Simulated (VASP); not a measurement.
A VASP calculation is set up with these files.

KPOINTS:
```
Automatic mesh
0
Gamma
2 2 2
0 0 0
```

### INCAR
```
SYSTEM = Sb
PREC = Accurate
ENCUT = 400
EDIFF = 1E-6
NELM = 100
ALGO = Normal
LREAL = .FALSE.
LASPH = .TRUE.
ISMEAR = 0
SIGMA = 0.001
GGA = PE
LMAXMIX = 4
LWAVE = .FALSE.
LCHARG = .FALSE.
ISIF = 2
```

POSCAR:
```
Sb
1
    4.0364890000    -2.1981000000     0.0000000000
    4.0364890000     2.1981000000     0.0000000000
    2.8394960000     0.0000000000     3.6141590000
Sb
2
Direct
  0.2335000000   0.2335000000   0.2335000000
  0.7665000000   0.7665000000   0.7665000000
```

POTCAR, in this order: Sb (PBE.64 set). Program: vasp_std.

Task: What happens when VASP runs on this input?

Result: There is a fault: a metal was run with a tiny SIGMA on a coarse mesh. The run ends without an error. Against the sound run, the energy per atom (σ→0) increases by 0.904 eV/atom; the pressure increases by 6.29 GPa; the largest force increases by 2.233 eV/Å.

standard output:
```
 POSCAR found type information on POSCAR Sb
 POSCAR found :  1 types and       2 ions
 Reading from existing POTCAR
 Reading from existing POTCAR
 LDA part: xc-table for (Slater+PW92), standard interpolation
 POSCAR, INCAR and KPOINTS ok, starting setup
 WAVECAR not read
 entering main loop
       N       E                     dE             d eps       ncg     rms          rms(c)
DAV:   1     0.351082123258E+02    0.35108E+02   -0.34676E+03    72   0.716E+02
DAV:   2    -0.529870265832E+01   -0.40407E+02   -0.38149E+02   114   0.113E+02
DAV:   3    -0.649756150887E+01   -0.11989E+01   -0.11981E+01    88   0.247E+01
DAV:   4    -0.650750604220E+01   -0.99445E-02   -0.99441E-02    86   0.277E+00
DAV:   5    -0.650758323804E+01   -0.77196E-04   -0.77195E-04    86   0.225E-01    0.291E+00
DAV:   6    -0.647851043390E+01    0.29073E-01   -0.28764E-02    78   0.106E+00    0.179E+00
DAV:   7    -0.647061602675E+01    0.78944E-02   -0.63798E-02    77   0.166E+00    0.123E-01
DAV:   8    -0.647199217369E+01   -0.13761E-02   -0.61232E-03    75   0.565E-01    0.400E-02
DAV:   9    -0.647209310273E+01   -0.10093E-03   -0.25885E-04    75   0.126E-01    0.213E-02
DAV:  10    -0.647212752706E+01   -0.34424E-04   -0.54999E-05    75   0.508E-02    0.550E-03
DAV:  11    -0.647212882751E+01   -0.13005E-05   -0.44973E-06    84   0.142E-02    0.167E-03
DAV:  12    -0.647212934738E+01   -0.51987E-06   -0.30850E-07    40   0.476E-03
   1 F= -.64721293E+01 E0= -.64721293E+01  d E =0.000000E+00
```

OUTCAR:
```
------------------------ aborting loop because EDIFF is reached ----------------------------------------
  FORCE on cell =-STRESS in cart. coord.  units (eV):
  Direction    XX          YY          ZZ          XY          YZ          ZX
  --------------------------------------------------------------------------------------
  Total        2.0020362      2.4713288      2.4198526      0.0000000      0.0000000     -0.1554284
  in kB       50.0142827     61.7380125     60.4520499      0.0000000      0.0000000     -3.8828662
  external PRESSURE =      57.4014484 kB  Pullay stress =       0.0000000 kB
  volume of cell :       64.13
      direct lattice vectors                 reciprocal lattice vectors
     4.036489000 -2.198100000  0.000000000     0.123870027 -0.227469178 -0.097319583
     4.036489000  2.198100000  0.000000000     0.123870027  0.227469178 -0.097319583
     2.839496000  0.000000000  3.614159000     0.000000000  0.000000000  0.276689542
 POSITION                                       TOTAL-FORCE (eV/Angst)
 -----------------------------------------------------------------------------------
      2.54806      0.00000      0.84391        -2.225619      0.000000     -0.737114
      8.36441      0.00000      2.77025         2.225619      0.000000      0.737114
 -----------------------------------------------------------------------------------
    total drift:                               -0.000000      0.000000     -0.000000
  FREE ENERGIE OF THE ION-ELECTRON SYSTEM (eV)
  ---------------------------------------------------
  free  energy   TOTEN  =        -6.4721293474 eV

  energy  without entropy=       -6.4721293474  energy(sigma->0) =       -6.47212935
```
(Selected blocks of OUTCAR.)

To mend it, set ISMEAR = 1, set SIGMA = 0.1, correct KPOINTS.
**KPOINTS**
```
Automatic mesh
0
Gamma
8 8 8
0 0 0
```
The mended run (PBE GGA, plane waves, VASP's PBE PAW potentials (set 64)) converges, and its OSZICAR ends with
```
   1 F= -.82800092E+01 E0= -.82799179E+01  d E =-.273895E-03
```

The compound is Sb in the a7 structure. The cell was not relaxed at this level.
